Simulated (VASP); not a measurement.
An input for Ansatz (written as the equivalent of a VASP run, and not itself run):

Ansatz 0.2 input:
```yaml
crystal:
  lattice:
    - [0.0000000, 2.3562000, 2.3562000]
    - [2.3562000, 0.0000000, 2.3562000]
    - [2.3562000, 2.3562000, 0.0000000]
  atoms:
    - { symbol: Li, position: [0.2500000, 0.2500000, 0.2500000] }
    - { symbol: Li, position: [0.7500000, 0.7500000, 0.7500000] }
    - { symbol: O, position: [0.0000000, 0.0000000, 0.0000000] }
kpoints:
  mp_grid: { grid: [7, 7, 7] }
hamiltonian:
  xc: pbe
  pseudopotentials: { kind: paw }
scf:
  occupations: { method: gaussian, width: 0.05 }
  max_iter: 100
output: { forces: true, stress: true, eigenvalues: true }
```

### Question
Write the VASP files for the same calculation (PBE).

### Answer
Several could match; the one computed here: 
INCAR:
```
# general
SYSTEM = Li2O
PREC   = Accurate
ENCUT  = 520
LREAL  = .False.
LASPH  = .True.

# electronic loop
EDIFF  = 1E-6
NELM   = 100
ALGO   = VeryFast

# smearing
ISMEAR = 0
SIGMA  = 0.05

# functional
GGA    = PE

# ions
ISIF   = 2

# output
LWAVE  = .False.
LCHARG = .False.
```

File KPOINTS:
```
K-points
0
G
7 7 7
```

**POSCAR**
```
Li2O
1.0
  0.0000000000   2.3562000000   2.3562000000
  2.3562000000   0.0000000000   2.3562000000
  2.3562000000   2.3562000000   0.0000000000
Li O
2 1
Cart
  1.1781000000   1.1781000000   1.1781000000
  3.5343000000   3.5343000000   3.5343000000
  0.0000000000   0.0000000000   0.0000000000
```

POTCAR, in this order: Li_sv O (PBE.64 set). Program: vasp_std.

The two are equivalent in intent, not identical: each code has its own PAW files, so the cut-off isn't converted (ENCUT is set for VASP's; basis.ecutwfc is left out, and Ansatz then takes the one that its files recommend); Ansatz stops its SCF on the density residual and VASP on the energy change (EDIFF).

The compound is Li2O in the antifluorite structure. The cell was not relaxed at this level. The run is one of a series of settings (ALGO = VeryFast against the base run), some of them coarse on purpose.
